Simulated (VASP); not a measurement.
Computed with LDA (Ceperley-Alder, Perdew-Zunger), VASP's LDA PAW potentials (set 64) (plane waves; VASP).

The input files of a VASP run:

KPOINTS:
```
Automatic mesh
0
Gamma
11 11 6
0 0 0
```

File POSCAR:
```
Y
1
    1.7756288264    -3.0754795964    -0.0000000000
    1.7756288264     3.0754795964     0.0000000000
    0.0000000000    -0.0000000000     5.4728675423
Y
2
Direct
  0.3333330000   0.6666670000   0.2500000000
  0.6666670000   0.3333330000   0.7500000000
```

### INCAR
```
PREC = Accurate
ISMEAR = 1   ! Methfessel-Paxton
LASPH = .TRUE.   ! aspherical one-centre terms
ISIF = 3
EDIFFG = -0.01
LREAL = .FALSE.
SIGMA = 0.1   ! width (eV)
LCHARG = .FALSE.
ENCUT = 400   ! plane-wave cut-off (eV)
EDIFF = 1E-6   ! SCF stop (eV)
ALGO = Normal   ! blocked Davidson
NELM = 100
SYSTEM = Y
IBRION = 2   ! conjugate gradients
NSW = 60
LMAXMIX = 4
LWAVE = .FALSE.
```

POTCAR, in this order: Y_sv (LDA.64 set). Program: vasp_std.

What VASP printed:

File OSZICAR:
```
       N       E                     dE             d eps       ncg     rms          rms(c)
DAV:   1     0.767436925720E+02    0.76744E+02   -0.10346E+04  1936   0.117E+03
DAV:   2    -0.760359026502E+01   -0.84347E+02   -0.83442E+02  2427   0.255E+02
DAV:   3    -0.141477474078E+02   -0.65442E+01   -0.64884E+01  3517   0.444E+01
DAV:   4    -0.142698690112E+02   -0.12212E+00   -0.12149E+00  2205   0.651E+00
DAV:   5    -0.142727047684E+02   -0.28358E-02   -0.28356E-02  2666   0.775E-01    0.351E+01
DAV:   6    -0.139596237164E+02    0.31308E+00   -0.39894E-01  1927   0.452E+00    0.218E+01
DAV:   7    -0.139121247232E+02    0.47499E-01   -0.78629E-01  2652   0.560E+00    0.178E+00
DAV:   8    -0.138991632523E+02    0.12961E-01   -0.13467E-01  2326   0.250E+00    0.472E-01
DAV:   9    -0.138992690821E+02   -0.10583E-03   -0.54654E-03  2505   0.583E-01    0.207E-01
DAV:  10    -0.138992231748E+02    0.45907E-04   -0.39577E-04  2729   0.165E-01    0.401E-02
DAV:  11    -0.138992253585E+02   -0.21837E-05   -0.22534E-05  2554   0.349E-02    0.305E-02
DAV:  12    -0.138992251018E+02    0.25673E-06   -0.49189E-06  1916   0.221E-02
   1 F= -.13899225E+02 E0= -.13900134E+02  d E =-.138992E+02
       N       E                     dE             d eps       ncg     rms          rms(c)
DAV:   1    -0.138994733895E+02   -0.24803E-03   -0.55252E-03  2480   0.557E-01    0.108E-01
DAV:   2    -0.138992815578E+02    0.19183E-03   -0.59489E-04  2424   0.174E-01    0.525E-02
DAV:   3    -0.138992261741E+02    0.55384E-04   -0.46155E-04  3251   0.126E-01    0.393E-02
DAV:   4    -0.138992315111E+02   -0.53369E-05   -0.33213E-05  2345   0.352E-02    0.200E-02
DAV:   5    -0.138992388516E+02   -0.73405E-05   -0.69739E-06  2242   0.135E-02    0.975E-03
DAV:   6    -0.138992408704E+02   -0.20188E-05   -0.28605E-06  2017   0.123E-02    0.863E-04
DAV:   7    -0.138992409955E+02   -0.12506E-06   -0.33948E-07  1002   0.358E-03
   2 F= -.13899241E+02 E0= -.13900149E+02  d E =-.158937E-04
```

### OUTCAR
```
------------------------ aborting loop because EDIFF is reached ----------------------------------------
  FORCE on cell =-STRESS in cart. coord.  units (eV):
  Direction    XX          YY          ZZ          XY          YZ          ZX
  --------------------------------------------------------------------------------------
  Total        0.0010773      0.0010773     -0.0081342     -0.0000000     -0.0000000      0.0000000
  in kB        0.0289084      0.0289084     -0.2182796     -0.0000000     -0.0000000      0.0000000
  external PRESSURE =      -0.0534876 kB  Pullay stress =       0.0000000 kB
  volume of cell :       59.70
      direct lattice vectors                 reciprocal lattice vectors
     1.775214110 -3.074761286 -0.000000000     0.281656166 -0.162614250  0.000000000
     1.775214110  3.074761286  0.000000000     0.281656166  0.162614250  0.000000000
     0.000000000  0.000000000  5.469124928     0.000000000 -0.000000000  0.182844607
 POSITION                                       TOTAL-FORCE (eV/Angst)
 -----------------------------------------------------------------------------------
      1.77521      1.02492      1.36728         0.000000      0.000000      0.000000
      1.77521     -1.02492      4.10184         0.000000      0.000000     -0.000000
 -----------------------------------------------------------------------------------
    total drift:                                0.000000      0.000504     -0.000010
  FREE ENERGIE OF THE ION-ELECTRON SYSTEM (eV)
  ---------------------------------------------------
  free  energy   TOTEN  =       -13.8992409955 eV

  energy  without entropy=      -13.9019643849  energy(sigma->0) =      -13.90014879

 reached required accuracy - stopping structural energy minimisation
```
(Selected blocks of OUTCAR.)

**CONTCAR**
```
Y
   1.00000000000000
     1.7752141096776146   -3.0747612857883233   -0.0000000000000000
     1.7752141096776146    3.0747612857883233    0.0000000000000000
     0.0000000000000000    0.0000000000000000    5.4691249283994203
  Y
     2
Direct
     0.3333330000000032    0.6666669999999968    0.2500000000000000
     0.6666669999999968    0.3333330000000032    0.7500000000000000
```

The compound is Y in the hcp structure. This run relaxes it. Symmetry was kept, so distortions that lower it aren't found. The start is the result of an earlier pass.
